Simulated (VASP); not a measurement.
An input for Ansatz (written as the equivalent of a VASP run, and not itself run):

Ansatz 0.2 input:
```yaml
crystal:
  lattice:
    - [4.3954908, 0.0000000, 0.0000000]
    - [0.0000000, 4.3954908, 0.0000000]
    - [0.0000000, 0.0000000, 4.3954908]
  atoms:
    - { symbol: Mg, position: [0.0000000, 0.5000000, 0.5000000] }
    - { symbol: Mg, position: [0.5000000, 0.0000000, 0.5000000] }
    - { symbol: Mg, position: [0.5000000, 0.5000000, 0.0000000] }
    - { symbol: Cd, position: [0.0000000, 0.0000000, 0.0000000] }
    - { symbol: O, position: [0.5000000, 0.0000000, 0.0000000] }
    - { symbol: O, position: [0.0000000, 0.5000000, 0.0000000] }
    - { symbol: O, position: [0.0000000, 0.0000000, 0.5000000] }
    - { symbol: O, position: [0.5000000, 0.5000000, 0.5000000] }
kpoints:
  mp_grid: { grid: [5, 5, 5] }
hamiltonian:
  xc: r2scan
  pseudopotentials: { kind: paw }
scf:
  occupations: { method: gaussian, width: 0.05 }
  max_iter: 100
relax:
  max_steps: 60
  f_tol: 0.02
  cell: {}
output: { forces: true, stress: true, eigenvalues: true }
```

Problem. Translate this input to VASP (INCAR, KPOINTS, POSCAR, choice of POTCAR).

Solution. One answer among several that fit: 
File KPOINTS:
```
Automatic mesh
0
Gamma
5 5 5
0 0 0
```

INCAR:
```
ALGO = Normal
EDIFF = 1E-6
EDIFFG = -0.02
ENCUT = 520
IBRION = 2
ISIF = 3
ISMEAR = 0
LASPH = .True.
LCHARG = .False.
LMAXMIX = 4
LMIXTAU = .True.
LREAL = .False.
LWAVE = .False.
METAGGA = R2SCAN
NELM = 100
NSW = 60
PREC = Accurate
SIGMA = 0.05
SYSTEM = Mg3CdO4
```

File POSCAR:
```
Mg3CdO4
1
    4.3954907542    -0.0000000000    -0.0000000000
    0.0000000000     4.3954907542     0.0000000000
    0.0000000000     0.0000000000     4.3954907542
Mg Cd O
3 1 4
Direct
  0.0000000000   0.5000000000   0.5000000000
  0.5000000000   0.0000000000   0.5000000000
  0.5000000000   0.5000000000   0.0000000000
  0.0000000000   0.0000000000   0.0000000000
  0.5000000000   0.0000000000   0.0000000000
  0.0000000000   0.5000000000   0.0000000000
  0.0000000000   0.0000000000   0.5000000000
  0.5000000000   0.5000000000   0.5000000000
```

POTCAR, in this order: Mg Cd O (PBE.64 set). Program: vasp_std.

Limits of the translation: each code has its own PAW files, so the cut-off isn't converted (ENCUT is set for VASP's; basis.ecutwfc is left out, and Ansatz then takes the one that its files recommend); Ansatz stops its SCF on the density residual and VASP on the energy change (EDIFF).

The structure comes from a computed database's Mg3CdO4 entry (Pm-3m); how it stands against other phases isn't given here. It was relaxed first. The start is the result of an earlier pass.
